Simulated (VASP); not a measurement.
Output of a VASP run:

OUTCAR:
```
 ion  position               nearest neighbor table
   1  0.000  0.000  0.000-   3 1.90   6 1.90   5 1.93   4 1.93   4 1.93   5 1.93   2 3.47   2 3.47
                             2 3.47   2 3.47   2 3.47   2 3.47   2 3.47   2 3.47
   2  0.500  0.500  0.500-   4 1.90   5 1.90   3 1.93   6 1.93   3 1.93   6 1.93   1 3.47   1 3.47
                             1 3.47   1 3.47   1 3.47   1 3.47   1 3.47   1 3.47
   3  0.304  0.304  0.000-   1 1.90   2 1.93   2 1.93
   4  0.804  0.196  0.500-   2 1.90   1 1.93   1 1.93
   5  0.196  0.804  0.500-   2 1.90   1 1.93   1 1.93
   6  0.696  0.696  0.000-   1 1.90   2 1.93   2 1.93
  LATTYP: Found a simple tetragonal cell.
 ALAT       =     4.4281084731
 C/A-ratio  =     0.6734315596
 Subroutine PRICEL returns:
 Original cell was already a primitive cell.
 Subroutine GETGRP returns: Found 16 space group operations
The static configuration has the point symmetry D_2h.
 The point group associated with its full space group is D_4h.
The dynamic configuration has the point symmetry D_2h.
 Subroutine INISYM returns: Found 16 space group operations
 Subroutine IBZKPT returns following result:
 Found     50 irreducible k-points:

 Following reciprocal coordinates:
            Coordinates               Weight
  0.000000  0.000000  0.000000      1.000000
  0.166667  0.000000  0.000000      4.000000
  0.333333  0.000000  0.000000      4.000000
  0.500000  0.000000  0.000000      2.000000
  0.166667  0.166667  0.000000      4.000000
  0.333333  0.166667  0.000000      8.000000
  0.500000  0.166667  0.000000      4.000000
  0.333333  0.333333  0.000000      4.000000
  0.500000  0.333333  0.000000      4.000000
  0.500000  0.500000  0.000000      1.000000
  0.000000  0.000000  0.125000      2.000000
  0.166667  0.000000  0.125000      8.000000
  0.333333  0.000000  0.125000      8.000000
  0.500000  0.000000  0.125000      4.000000
  0.166667  0.166667  0.125000      8.000000
  0.333333  0.166667  0.125000     16.000000
  0.500000  0.166667  0.125000      8.000000
  0.333333  0.333333  0.125000      8.000000
  0.500000  0.333333  0.125000      8.000000
  0.500000  0.500000  0.125000      2.000000
  0.000000  0.000000  0.250000      2.000000
  0.166667  0.000000  0.250000      8.000000
  0.333333  0.000000  0.250000      8.000000
  0.500000  0.000000  0.250000      4.000000
  0.166667  0.166667  0.250000      8.000000
  0.333333  0.166667  0.250000     16.000000
  0.500000  0.166667  0.250000      8.000000
  0.333333  0.333333  0.250000      8.000000
  0.500000  0.333333  0.250000      8.000000
  0.500000  0.500000  0.250000      2.000000
  0.000000  0.000000  0.375000      2.000000
  0.166667  0.000000  0.375000      8.000000
  0.333333  0.000000  0.375000      8.000000
  0.500000  0.000000  0.375000      4.000000
  0.166667  0.166667  0.375000      8.000000
  0.333333  0.166667  0.375000     16.000000
  0.500000  0.166667  0.375000      8.000000
  0.333333  0.333333  0.375000      8.000000
  0.500000  0.333333  0.375000      8.000000
  0.500000  0.500000  0.375000      2.000000
   k-points           NKPTS =     50   k-points in BZ     NKDIM =     50   number of bands    NBANDS=      8
   number of dos      NEDOS =    601   number of ions     NIONS =      6
   total plane-waves  NPLWV =  31104
   dimension x,y,z NGX =    36 NGY =   36 NGZ =   24
   dimension x,y,z NGXF=    72 NGYF=   72 NGZF=   48
   ions per type =               2   4
   PREC   = accura    normal or accurate (medium, high low for compatibility)
   ISTART =      0    job   : 0-new  1-cont  2-samecut
   ICHARG =      2    charge: 1-file 2-atom 10-const
   ISPIN  =      1    spin polarized calculation?
   LNONCOLLINEAR =      F non collinear calculations
   LSORBIT =      F    spin-orbit coupling
   INIWAV =      1    electr: 0-lowe 1-rand  2-diag
   ENCUT  =  520.0 eV  38.22 Ry    6.18 a.u.   8.23  8.23  5.54*2*pi/ulx,y,z
   NELM   =    100;   NELMIN=  2; NELMDL= -5     # of ELM steps
   EDIFF  = 0.1E-06   stopping-criterion for ELM
...
```

File OSZICAR:
```
       N       E                     dE             d eps       ncg     rms          rms(c)
DAV:   1     0.396273416207E+01    0.39627E+01   -0.31224E+03   800   0.758E+02
DAV:   2    -0.181300792276E+02   -0.22093E+02   -0.21606E+02  1120   0.850E+01
DAV:   3    -0.188817600246E+02   -0.75168E+00   -0.75168E+00  1000   0.222E+01
DAV:   4    -0.188834325105E+02   -0.16725E-02   -0.16725E-02  1128   0.107E+00
DAV:   5    -0.188834366196E+02   -0.41091E-05   -0.41091E-05   984   0.427E-02    0.664E+00
DAV:   6    -0.179562010390E+02    0.92724E+00   -0.70355E-01   848   0.510E+00    0.343E+00
DAV:   7    -0.176241903303E+02    0.33201E+00   -0.97272E-01   880   0.650E+00    0.491E-01
DAV:   8    -0.176325863555E+02   -0.83960E-02   -0.18202E-02   872   0.107E+00    0.973E-02
DAV:   9    -0.176324082773E+02    0.17808E-03   -0.75566E-04  1088   0.200E-01    0.183E-02
DAV:  10    -0.176324254335E+02   -0.17156E-04   -0.37140E-05   920   0.537E-02    0.103E-02
DAV:  11    -0.176324239623E+02    0.14712E-05   -0.59896E-06   952   0.132E-02    0.160E-03
DAV:  12    -0.176324239833E+02   -0.21009E-07   -0.15655E-07   832   0.338E-03
   1 F= -.18481759E+02 E0= -.18481759E+02  d E =0.000000E+00
```

**OUTCAR**
```
------------------------ aborting loop because EDIFF is reached ----------------------------------------
 Edisp (eV)   -0.84934
  FORCE on cell =-STRESS in cart. coord.  units (eV):
  Direction    XX          YY          ZZ          XY          YZ          ZX
  --------------------------------------------------------------------------------------
  Total      -0.01589    -0.01589    -0.00151    -0.00000     0.00000     0.00000
  in kB      -0.43553    -0.43553    -0.04137    -0.00000     0.00000     0.00000
  external pressure =       -0.30 kB  Pullay stress =        0.00 kB
  volume of cell :       58.47
      direct lattice vectors                 reciprocal lattice vectors
     4.428108473  0.000000000  0.000000000     0.225830060  0.000000000  0.000000000
     0.000000000  4.428108473  0.000000000     0.000000000  0.225830060  0.000000000
     0.000000000  0.000000000  2.982027995     0.000000000  0.000000000  0.335342258
 POSITION                                       TOTAL-FORCE (eV/Angst)
 -----------------------------------------------------------------------------------
      0.00000      0.00000      0.00000         0.000000     -0.000000     -0.000000
      2.21405      2.21405      1.49101         0.000000     -0.000000     -0.000000
      1.34577      1.34577      0.00000         0.008899      0.008899      0.000000
      3.55982      0.86829      1.49101         0.008899     -0.008899     -0.000000
      0.86829      3.55982      1.49101        -0.008899      0.008899      0.000000
      3.08234      3.08234      0.00000        -0.008899     -0.008899     -0.000000
 -----------------------------------------------------------------------------------
    total drift:                                0.000000      0.000000     -0.000000
  FREE ENERGIE OF THE ION-ELECTRON SYSTEM (eV)
  ---------------------------------------------------
  free  energy   TOTEN  =       -18.4817590109 eV

  energy  without entropy=      -18.4817590109  energy(sigma->0) =      -18.48175901

 total charge

# of ion       s       p       d       tot
------------------------------------------
    1        0.155   0.158   0.043   0.355
    2        0.155   0.158   0.043   0.355
    3        0.580   0.002   0.000   0.582
    4        0.580   0.002   0.000   0.582
    5        0.580   0.002   0.000   0.582
    6        0.580   0.002   0.000   0.582
--------------------------------------------------
tot          2.629   0.325   0.086   3.040

 Electric field gradients after diagonalization (V/A^2)
 (convention: |V_zz| > |V_xx| > |V_yy|)
----------------------------------------------------------------------
 ion       V_xx      V_yy      V_zz     asymmetry (V_yy - V_xx)/ V_zz
----------------------------------------------------------------------
   1      -5.259    -1.304     6.563       0.603
   2      -5.259    -1.304     6.563       0.603
   3       4.657     1.050    -5.708       0.632
   4       4.657     1.050    -5.708       0.632
   5       4.657     1.050    -5.708       0.632
   6       4.657     1.050    -5.708       0.632
```
(Selected blocks of OUTCAR.)

### POSCAR
```
MgH2
1
    4.4281084731     0.0000000000     0.0000000000
   -0.0000000000     4.4281084731     0.0000000000
    0.0000000000     0.0000000000     2.9820279951
Mg H
2 4
Direct
  0.0000000000   0.0000000000   0.0000000000
  0.5000000000   0.5000000000   0.5000000000
  0.3039143164   0.3039143164   0.0000000000
  0.8039143164   0.1960856836   0.5000000000
  0.1960856836   0.8039143164   0.5000000000
  0.6960856836   0.6960856836   0.0000000000
```

### Question
Write an INCAR and KPOINTS that could have produced this output.

### Answer
This is not unique; one that fits is the input of the run itself, PBE GGA with D3 dispersion (Becke-Johnson damping), plane waves, VASP's PBE PAW potentials (set 64).

File KPOINTS:
```
Automatic mesh
0
gamma
6 6 8
```

INCAR:
```
LASPH = .True.   # aspherical one-centre terms
SYSTEM = MgH2
EDIFF = 1E-7   # SCF stop (eV)
NEDOS = 601   # DOS grid
LREAL = .False.   # projection in real space or not
LEFG = .True.
ALGO = Normal   # blocked Davidson
LWAVE = .False.
IVDW = 12   # D3, Becke-Johnson
NELM = 100
PREC = Accurate
LORBIT = 11   # lm-projected
ISMEAR = -5
LCHARG = .True.
ENCUT = 520   # plane-wave cut-off (eV)
GGA = PE   # PBE
ISIF = 2   # forces and stress, cell fixed
```

POTCAR, in this order: Mg H (PBE.64 set). Program: vasp_std.

The compound is MgH2 in the rutile structure. It was relaxed first, which changed the volume by -5 %.
